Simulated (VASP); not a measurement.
A convergence study with VASP on FeAl (space group Pm-3m): one setting is varied, all else stays as given below, so the limit is that of these other settings. Each run relaxes cell and ions from the cell shown. The basis is that of the starting cell, so low cut-offs carry a Pulay error.

```yaml
crystal:
  lattice:
    - [2.91873, 0.00000, 0.00000]
    - [0.00000, 2.91873, 0.00000]
    - [0.00000, 0.00000, 2.91873]
  atoms:
    - { symbol: Al, position: [0.50000, 0.50000, 0.50000] }
    - { symbol: Fe, position: [0.00000, 0.00000, 0.00000] }
```

Calculation: LDA (Ceperley-Alder, Perdew-Zunger), VASP's LDA PAW potentials (set 64) (plane waves; VASP 6.6.1). The tightest run used: 600 eV cut-off, 11×11×11 Γ-centred mesh, Fermi-Dirac smearing of 0.10 eV, potentials Al Fe.

Task: The settings run are ENCUT = 180; ENCUT = 210; ENCUT = 255; ENCUT = 300; ENCUT = 360; ENCUT = 450; ENCUT = 600. From which on does the relaxed volume stay within 0.1 Å³/atom of the tightest run?

Result: From ENCUT = 255 on: it is off by 0.028 there and by no more than 0.1 in any finer run, while ENCUT = 210 is off by 0.531.
| setting | relaxed volume (Å³/atom) | E (eV/atom) | plane waves | difference judged (Å³/atom) |
|---|---|---|---|---|
| ENCUT = 180 | 9.755 | -7.5034 | 147 | 1.394 |
| ENCUT = 210 | 10.619 | -7.2640 | 177 | 0.531 |
| ENCUT = 255 | 11.122 | -7.1627 | 251 | 0.028 |
| ENCUT = 300 | 11.148 | -7.1564 | 303 | 0.001 |
| ENCUT = 360 | 11.133 | -7.1588 | 397 | 0.017 |
| ENCUT = 450 | 11.152 | -7.1552 | 549 | 0.002 |
| ENCUT = 600 | 11.149 | -7.1551 | 846 | 0.000 |

Left out are rungs that failed or repeat a setting and relaxations that didn't move; long series are thinned to 24 rows.

The structure is a typed FeAl crystal (space group no. 221). The run is not spin-polarised, so no magnetic state was tried. The electron count is odd and the run is not spin-polarised, which forces a metal.
